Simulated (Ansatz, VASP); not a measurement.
# FeSi2 (Linzhiite): VASP beside Ansatz, part 2 of 2

Wanted: the spread between two codes on one cell, functional and k mesh. The cell is taken from a series of runs on this material, whose earlier steps may have relaxed, scaled, displaced or heated it; both programs get it as it stands.

VASP 6.6.1 and Ansatz 0.2.0.

So far: The structure; Ansatz: zone-centre phonons, PBEsol.

**3. VASP: zone-centre phonons, PBEsol**

Level of this step: PBEsol, no spin polarisation; plane waves and PAW (Si, Fe) (VASP).

The same cell, functional, mesh and smearing now go to VASP, with its own data sets.

Lines of VASP's logs that name or quote its potential files are left out, and so is its time.

INCAR

```
SYSTEM = FeSi2
PREC = Accurate
ENCUT = 600
EDIFF = 1E-08
NELM = 120
ISMEAR = 1
SIGMA = 0.2
LREAL = .FALSE.
ALGO = Normal
GGA = PS
NBANDS = 14
LASPH = .TRUE.
LORBIT = 11
LWAVE = .FALSE.
LCHARG = .FALSE.
ISIF = 2
IBRION = 8
GGA_COMPAT = .FALSE.
KPAR = 2
```

POSCAR

```
FeSi2
1.0
    2.6698067109      0.0000000000      0.0000000000
    0.0000000000      2.6698067109      0.0000000000
    0.0000000000      0.0000000000      5.1580193348
Si Fe
2 1
Direct
    0.5000000000      0.5000000000      0.2722533144
    0.5000000000      0.5000000000      0.7277466856
    0.0000000000      0.0000000000      0.0000000000
```

KPOINTS

```
Automatic mesh
0
Gamma
16 16 8
0 0 0
```

Potentials, in the order of the species: Si and Fe (PBE family, release 64).

Command:

```console
$ mpirun -np 2 vasp_std
```

Numbers of over 12 decimals in the logs are rounded to 6 here.

What it wrote:

```text
[banner, memory and clock lines left out]
running    2 mpi-ranks, on    1 nodes
 distrk:  each k-point on    1 cores,    2 groups
 distr:  one band on    1 cores,    1 groups

 POSCAR found type information on POSCAR SiFe
 POSCAR found :  2 types and       3 ions
|                                                                             |
|               ----> ADVICE to this user running VASP <----                  |
|                                                                             |
|     You enforced a specific xc type in the INCAR file but a different       |
|     [... a line on the potential file left out ...]
|     I HOPE YOU KNOW WHAT YOU ARE DOING!                                     |
|                                                                             |

 LDA part: xc-table for (Slater+PW92), standard interpolation
 POSCAR, INCAR and KPOINTS ok, starting setup
 FFT: planning ... GRIDC
 FFT: planning ... GRID_SOFT
 FFT: planning ... GRID
 WAVECAR not read
 entering main loop
       N       E                     dE             d eps       ncg     rms          rms(c)
DAV:   1     0.669254203110E+02    0.66925E+02   -0.78322E+03  6340   0.130E+03
DAV:   2    -0.194517927442E+02   -0.86377E+02   -0.77042E+02  6438   0.232E+02
DAV:   3    -0.236428775583E+02   -0.41911E+01   -0.40098E+01  8504   0.560E+01
DAV:   4    -0.237390644860E+02   -0.96187E-01   -0.95981E-01  7298   0.780E+00
DAV:   5    -0.237415754280E+02   -0.25109E-02   -0.25102E-02  8568   0.136E+00    0.176E+01
DAV:   6    -0.266937140811E+02   -0.29521E+01   -0.19618E+01  8144   0.105E+02    0.196E+01
DAV:   7    -0.220972978559E+02    0.45964E+01   -0.16196E+01  8392   0.930E+01    0.513E+00
DAV:   8    -0.219811448520E+02    0.11615E+00   -0.68399E-01  8484   0.848E+00    0.187E+00
DAV:   9    -0.219484158991E+02    0.32729E-01   -0.73752E-02  8466   0.550E+00    0.703E-01
DAV:  10    -0.219467441856E+02    0.16717E-02   -0.47628E-03  7794   0.638E-01    0.109E-01
DAV:  11    -0.219467273880E+02    0.16798E-04   -0.24834E-04  8458   0.205E-01    0.625E-02
DAV:  12    -0.219467203403E+02    0.70477E-05   -0.20458E-05  8240   0.483E-02    0.153E-02
DAV:  13    -0.219467199890E+02    0.35129E-06   -0.29987E-06  8654   0.234E-02    0.691E-03
DAV:  14    -0.219467200675E+02   -0.78526E-07   -0.29890E-07  7912   0.499E-03    0.295E-03
DAV:  15    -0.219467200583E+02    0.91610E-08   -0.76906E-08  8794   0.353E-03
   1 F= -.21946720E+02 E0= -.21946907E+02  d E =0.561458E-03
 Linear response reoptimize wavefunctions to high precision
DAV:   1    -0.219467200593E+02   -0.92132E-09   -0.73196E-09  8102   0.103E-03
DAV:   2    -0.219467200593E+02   -0.35470E-10   -0.40034E-10  4218   0.139E-04
 Linear response DOF=           4
 Linear response progress:
  Degree of freedom:   1/  4
       N       E                     dE             d eps       ncg     rms          rms(c)
RMM:   1    -0.121154973765E-01   -0.12115E-01   -0.42619E-04 36346   0.858E-01
RMM:   2    -0.113473717629E-01    0.76813E-03   -0.37045E-04 22141   0.388E-01    0.674E-02
RMM:   3    -0.114138963813E-01   -0.66525E-04   -0.25169E-04 27151   0.123E-01    0.376E-02
RMM:   4    -0.115112028950E-01   -0.97307E-04   -0.32271E-05 25183   0.511E-02    0.561E-03
RMM:   5    -0.115107137276E-01    0.48917E-06   -0.58677E-06 28479   0.162E-02    0.306E-03
RMM:   6    -0.114902772017E-01    0.20437E-04   -0.95195E-07 27040   0.745E-03    0.112E-03
RMM:   7    -0.114966021980E-01   -0.63250E-05   -0.96569E-08 25009   0.311E-03    0.452E-04
RMM:   8    -0.114967715685E-01   -0.16937E-06    0.11417E-08 25523   0.124E-03    0.228E-04
RMM:   9    -0.114966166772E-01    0.15489E-06   -0.92876E-09 28052   0.430E-04    0.385E-05
RMM:  10    -0.114964454758E-01    0.17120E-06   -0.24372E-09 28553   0.133E-04    0.144E-05
RMM:  11    -0.114965538898E-01   -0.10841E-06   -0.20387E-09 28391   0.507E-05    0.607E-06
RMM:  12    -0.114965183110E-01    0.35579E-07   -0.25347E-09 27923   0.311E-05    0.196E-06
RMM:  13    -0.114965128711E-01    0.54399E-08   -0.21316E-09 29683   0.223E-05    0.673E-07
 first order change of Fermi-energy   0.28071E-04
 force on displaced ion       1 direction 1 :  -4.850   0.000   0.001
 Linear response progress:
  Degree of freedom:   2/  4
       N       E                     dE             d eps       ncg     rms          rms(c)
RMM:   1    -0.336606494775E-01   -0.33661E-01    0.98855E-02 14471   0.166E+00
RMM:   2    -0.313883917536E-01    0.22723E-02   -0.16093E-03  8642   0.646E-01    0.178E-01
RMM:   3    -0.317890020766E-01   -0.40061E-03   -0.14713E-03  7932   0.471E-01    0.227E-01
RMM:   4    -0.314134393670E-01    0.37556E-03   -0.67727E-04  7423   0.365E-01    0.729E-02
RMM:   5    -0.315169332127E-01   -0.10349E-03   -0.15783E-04 10151   0.887E-02    0.242E-02
RMM:   6    -0.315371022329E-01   -0.20169E-04   -0.11923E-05  9867   0.273E-02    0.915E-03
RMM:   7    -0.315462952223E-01   -0.91930E-05   -0.19812E-06  8969   0.155E-02    0.156E-03
RMM:   8    -0.315451845056E-01    0.11107E-05   -0.61884E-07 10560   0.602E-03    0.657E-04
RMM:   9    -0.315445968035E-01    0.58770E-06   -0.48632E-08 10482   0.165E-03    0.411E-04
RMM:  10    -0.315446040531E-01   -0.72496E-08   -0.97313E-09 10500   0.501E-04    0.729E-05
 first order change of Fermi-energy  -0.26177E-01
 force on displaced ion       1 direction 3 :   0.000   0.000 -18.586
 Linear response progress:
  Degree of freedom:   3/  4
       N       E                     dE             d eps       ncg     rms          rms(c)
RMM:   1    -0.164330163590E+00   -0.16433E+00   -0.85071E-02 18764   0.254E+00
RMM:   2    -0.164094981875E+00    0.23518E-03   -0.19187E-03 15293   0.532E-01    0.214E-01
RMM:   3    -0.163883700534E+00    0.21128E-03   -0.35395E-04 17812   0.132E-01    0.128E-01
RMM:   4    -0.164311689822E+00   -0.42799E-03   -0.36932E-04 18107   0.138E-01    0.998E-03
RMM:   5    -0.164250789284E+00    0.60901E-04   -0.83771E-06 18390   0.250E-02    0.655E-03
RMM:   6    -0.164241210431E+00    0.95789E-05   -0.11716E-06 15154   0.139E-02    0.594E-03
RMM:   7    -0.164233919114E+00    0.72913E-05   -0.34482E-07 14537   0.902E-03    0.734E-04
RMM:   8    -0.164228509120E+00    0.54100E-05   -0.11627E-07 19012   0.228E-03    0.301E-04
RMM:   9    -0.164227813858E+00    0.69526E-06   -0.21244E-08 18219   0.715E-04    0.119E-04
RMM:  10    -0.164226845409E+00    0.96845E-06   -0.13874E-08 18696   0.288E-04    0.422E-05
RMM:  11    -0.164226930620E+00   -0.85212E-07   -0.13447E-08 19130   0.116E-04    0.109E-05
RMM:  12    -0.164226971202E+00   -0.40581E-07   -0.13392E-08 19697   0.616E-05    0.290E-06
RMM:  13    -0.164226958597E+00    0.12604E-07   -0.13236E-08 19588   0.468E-05    0.400E-07
RMM:  14    -0.164226960660E+00   -0.20629E-08   -0.89397E-09 16645   0.426E-05    0.225E-07
 first order change of Fermi-energy   0.43687E-03
 force on displaced ion       3 direction 1 :  -8.611  -0.000   0.000
 Linear response progress:
  Degree of freedom:   4/  4
       N       E                     dE             d eps       ncg     rms          rms(c)
RMM:   1    -0.188178887864E+00   -0.18818E+00   -0.10082E-01 11474   0.239E+00
RMM:   2    -0.181461702841E+00    0.67172E-02   -0.25355E-03  8028   0.755E-01    0.235E-01
RMM:   3    -0.180537155002E+00    0.92455E-03   -0.17930E-03  9811   0.289E-01    0.125E-01
RMM:   4    -0.180670291379E+00   -0.13314E-03   -0.37336E-04 10112   0.108E-01    0.595E-02
RMM:   5    -0.180959661574E+00   -0.28937E-03   -0.11712E-04  9629   0.878E-02    0.116E-02
RMM:   6    -0.180968822249E+00   -0.91607E-05   -0.68055E-06  8428   0.298E-02    0.702E-03
RMM:   7    -0.180972380159E+00   -0.35579E-05   -0.26027E-06  9394   0.136E-02    0.286E-03
RMM:   8    -0.180955419081E+00    0.16961E-04   -0.54380E-07  9918   0.499E-03    0.587E-04
RMM:   9    -0.180955876002E+00   -0.45692E-06   -0.50056E-08 10179   0.179E-03    0.495E-04
RMM:  10    -0.180954778614E+00    0.10974E-05   -0.12949E-08 10615   0.470E-04    0.230E-04
RMM:  11    -0.180954973765E+00   -0.19515E-06   -0.10163E-08 10428   0.324E-04    0.380E-05
RMM:  12    -0.180955065188E+00   -0.91423E-07   -0.69565E-09 10823   0.125E-04    0.171E-05
RMM:  13    -0.180955048198E+00    0.16990E-07   -0.57337E-09 10712   0.600E-05    0.856E-06
RMM:  14    -0.180955069613E+00   -0.21416E-07   -0.59678E-09 10614   0.400E-05    0.799E-07
RMM:  15    -0.180955067314E+00    0.22998E-08   -0.42662E-09 10515   0.336E-05    0.881E-07
 first order change of Fermi-energy   0.32330E-02
 force on displaced ion       3 direction 3 :  -0.000   0.000 -13.170
 Linear response finished
```

Parts of OUTCAR (step 3):

```text
ion  position               nearest neighbor table
   1  0.500  0.500  0.272-   2 2.35   3 2.35   3 2.35   3 2.35   3 2.35   2 2.81
   2  0.500  0.500  0.728-   1 2.35   3 2.35   3 2.35   3 2.35   3 2.35   1 2.81
   3  0.000  0.000  0.000-   1 2.35   2 2.35   1 2.35   2 2.35   1 2.35   2 2.35   1 2.35   2 2.35

  LATTYP: Found a simple tetragonal cell.
 ALAT       =     2.6698067109
 C/A-ratio  =     1.9319823093

 Subroutine GETGRP returns: Found 16 space group operations
 (whereof 16 operations were pure point group operations)

The static configuration has the point symmetry D_4h.

 Found    225 irreducible k-points:

   k-points           NKPTS =    225   k-points in BZ     NKDIM =    225   number of bands    NBANDS=     14

   dimension x,y,z NGX =    24 NGY =   24 NGZ =   42
   dimension x,y,z NGXF=    48 NGYF=   48 NGZF=   84

   ENCUT  =  600.0 eV  44.10 Ry    6.64 a.u.   5.33  5.33 10.30*2*pi/ulx,y,z

   NELECT =      16.0000    total number of electrons

 k-points in reciprocal lattice and weights: Automatic mesh
   0.00000000  0.00000000  0.00000000       0.000
   0.06250000  0.00000000  0.00000000       0.002
   0.12500000  0.00000000  0.00000000       0.002
   0.18750000  0.00000000  0.00000000       0.002
   0.25000000  0.00000000  0.00000000       0.002
   0.31250000  0.00000000  0.00000000       0.002
   0.37500000  0.00000000  0.00000000       0.002
   0.43750000  0.00000000  0.00000000       0.002
   0.50000000  0.00000000  0.00000000       0.001
[...]
0.50000000  0.43750000  0.50000000       0.002
   0.50000000  0.50000000  0.50000000       0.000

 average (electrostatic) potential at core
       1 -79.6567       2 -79.6567       3 -39.2316

  Total        0.0896083      0.0896083     -0.8744468      0.0000000      0.0000000      0.0000000
  in kB        3.9049563      3.9049563    -38.1067017      0.0000000      0.0000000      0.0000000
  external PRESSURE =     -10.0989297 kB  Pullay stress =       0.0000000 kB

  energy-cutoff  :      600.00
  volume of cell :       36.77
      direct lattice vectors                 reciprocal lattice vectors
     2.669806711  0.000000000  0.000000000     0.374558951  0.000000000  0.000000000
     0.000000000  2.669806711  0.000000000     0.000000000  0.374558951  0.000000000
     0.000000000  0.000000000  5.158019335     0.000000000  0.000000000  0.193872868

 POSITION                                       TOTAL-FORCE (eV/Angst)
 -----------------------------------------------------------------------------------
      1.33490      1.33490      1.40429         0.000000      0.000000      0.019567
      1.33490      1.33490      3.75373         0.000000      0.000000     -0.019567
      0.00000      0.00000      0.00000         0.000000      0.000000      0.000000
 -----------------------------------------------------------------------------------
    total drift:                               -0.000000      0.000000     -0.000000

 Eigenvectors and eigenvalues of the dynamical matrix
 ----------------------------------------------------

   1 f  =   16.315920 THz   102.515947 2PiTHz  544.240501 cm-1    67.477192 meV
             X         Y         Z           dx          dy          dz
      1.334903  1.334903  1.404288     0.000000   -0.000000   -0.707107
      1.334903  1.334903  3.753731    -0.000000   -0.000000    0.707107
      0.000000  0.000000  0.000000    -0.000000    0.000000    0.000000

   2 f  =   10.719477 THz    67.352459 2PiTHz  357.563259 cm-1    44.332174 meV
             X         Y         Z           dx          dy          dz
      1.334903  1.334903  1.404288    -0.000000    0.000000    0.499219
      1.334903  1.334903  3.753731    -0.000000    0.000000    0.499219
      0.000000  0.000000  0.000000     0.000000   -0.000000   -0.708210

   3 f  =    8.670419 THz    54.477851 2PiTHz  289.214056 cm-1    35.857957 meV
             X         Y         Z           dx          dy          dz
      1.334903  1.334903  1.404288     0.121796   -0.484290   -0.000000
      1.334903  1.334903  3.753731     0.121796   -0.484290   -0.000000
      0.000000  0.000000  0.000000    -0.172679    0.686615   -0.000000

   4 f  =    8.670419 THz    54.477851 2PiTHz  289.214056 cm-1    35.857957 meV
             X         Y         Z           dx          dy          dz
      1.334903  1.334903  1.404288     0.484290    0.121796    0.000000
      1.334903  1.334903  3.753731     0.484290    0.121796   -0.000000
      0.000000  0.000000  0.000000    -0.686615   -0.172679    0.000000

   5 f  =    6.850069 THz    43.040251 2PiTHz  228.493698 cm-1    28.329595 meV
             X         Y         Z           dx          dy          dz
      1.334903  1.334903  1.404288     0.515754    0.483733   -0.000000
      1.334903  1.334903  3.753731    -0.515754   -0.483733    0.000000
      0.000000  0.000000  0.000000    -0.000000   -0.000000    0.000000

   6 f  =    6.850069 THz    43.040251 2PiTHz  228.493698 cm-1    28.329595 meV
             X         Y         Z           dx          dy          dz
      1.334903  1.334903  1.404288     0.483733   -0.515754    0.000000
      1.334903  1.334903  3.753731    -0.483733    0.515754   -0.000000
      0.000000  0.000000  0.000000    -0.000000   -0.000000    0.000000

   7 f/i=    0.001283 THz     0.008060 2PiTHz    0.042788 cm-1     0.005305 meV
             X         Y         Z           dx          dy          dz
      1.334903  1.334903  1.404288    -0.000000   -0.000000    0.500780
      1.334903  1.334903  3.753731    -0.000000   -0.000000    0.500780
      0.000000  0.000000  0.000000    -0.000000   -0.000000    0.706002

   8 f/i=    0.001593 THz     0.010012 2PiTHz    0.053150 cm-1     0.006590 meV
             X         Y         Z           dx          dy          dz
      1.334903  1.334903  1.404288     0.500431    0.014063    0.000000
      1.334903  1.334903  3.753731     0.500431    0.014063    0.000000
      0.000000  0.000000  0.000000     0.705938    0.019838    0.000000

   9 f/i=    0.001593 THz     0.010012 2PiTHz    0.053150 cm-1     0.006590 meV
             X         Y         Z           dx          dy          dz
      1.334903  1.334903  1.404288     0.014063   -0.500431   -0.000000
      1.334903  1.334903  3.753731     0.014063   -0.500431   -0.000000
      0.000000  0.000000  0.000000     0.019838   -0.705938   -0.000000

 ELASTIC MODULI CONTR FROM IONIC RELAXATION (kBar)
 Direction    XX          YY          ZZ          XY          YZ          ZX
 --------------------------------------------------------------------------------
 XX        -150.8022   -150.8022     17.8209      0.0000     -0.0000     -0.0000
 YY        -150.8022   -150.8022     17.8209      0.0000     -0.0000     -0.0000
 ZZ          17.8209     17.8209     -2.1060      0.0000      0.0000      0.0000
 XY           0.0000      0.0000      0.0000      0.0000      0.0000      0.0000
 YZ          -0.0000     -0.0000      0.0000      0.0000   -486.8960      0.0000
 ZX          -0.0000     -0.0000      0.0000      0.0000      0.0000   -376.2027
 --------------------------------------------------------------------------------
```

This run has no spin polarisation, so a moment on Fe, if there is one, isn't seen. Energies printed during the response cycles are not total energies of the cell. The PAW data sets were made with PBE, which is usual practice but a small mismatch for other functionals.

**4. Side by side**

Known differences besides the potentials themselves: the data sets hold 24 valence electrons in Ansatz (on its PAW soft_1 files) and 16 in VASP; the cutoff is 420 eV in Ansatz and 600 eV in VASP; Ansatz makes its cores anew for this functional, VASP keeps those of its PBE data sets. Total energies have different zeros and are not compared.

Both answers:

| quantity | Ansatz | VASP | difference |
| --- | --- | --- | --- |
| optical mode 1 to 2 (cm⁻¹) | 226.7 | 228.5 | -0.79 % |
| optical mode 3 to 4 (cm⁻¹) | 284.5 | 289.2 | -1.63 % |
| optical mode 5 (cm⁻¹) | 354.1 | 357.6 | -0.98 % |
| optical mode 6 (cm⁻¹) | 543.4 | 544.2 | -0.15 % |

Modes are paired by rising frequency, not by their patterns, so a pair may set unlike modes beside each other; they are those without the splitting of longitudinal modes.

**5. Results**

| Item | Value |
| --- | --- |
| r.m.s. difference of the optical zone-centre modes, each program's sorted by frequency (zone-centre phonons, PBEsol) | 3.3 cm⁻¹ |
| difference in optical mode 3 to 4 (zone-centre phonons, PBEsol) | -1.6 % |

What this shows: The r.m.s. difference of the optical zone-centre modes, each program's sorted by frequency is 3.3 cm⁻¹ (zone-centre phonons, PBEsol). The data sets hold unlike numbers of valence electrons (24 in Ansatz and 16 in VASP), so part of the differences comes from the potentials. Among the rows given in per cent, the largest difference of the zone-centre phonons, PBEsol pair is in optical mode 3 to 4, -1.6 %. Such differences can come from data sets, numerical settings and the points named under the comparisons, not from the functional's error against experiment.

[Lines on the potential files, build, host, timing and source positions are cut from VASP's logs without a mark.]

[Logs are printed without paths, hosts, clocks, repeated set-up lines and the standing remarks that a program may print on its own settings, such as how far it seeks lower states.]

[Hosts, paths, dates, database ids (printed as entryN), source tags and the programs' standing remarks are cut or masked in the printed files.]
